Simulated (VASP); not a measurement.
Data:

```yaml
crystal:
  lattice:
    - [0.00000, 3.05617, 3.05617]
    - [3.05617, 0.00000, 3.05617]
    - [3.05617, 3.05617, 0.00000]
  atoms:
    - { symbol: As, position: [0.25000, 0.25000, 0.25000] }
    - { symbol: In, position: [0.00000, 0.00000, 0.00000] }
```

Level of theory: PBE GGA with D3 dispersion (Becke-Johnson damping) with spin-orbit coupling, VASP's PBE PAW potentials (set 64) (plane waves; VASP). Settings: 400 eV cut-off, 9×9×9 Γ-centred mesh, Gaussian smearing of 0.050 eV, potentials As In_d.

**Question.** Predict the energy per atom (σ→0), band gap (over mesh and band path) with the smallest direct gap where there is one.

**Answer.** 
| Item | Value |
|---|---|
| band gap (over mesh and band path) | none (metal, semimetal or under 0.01 eV) |
| energy per atom (σ→0) | -4.189 eV/atom |

Total energies compare only between runs with the same potentials, cut-off and functional.

The structure comes from a measured InAs entry (F-43m) of the Crystallography Open Database, whose conditions weren't checked. It was relaxed first.
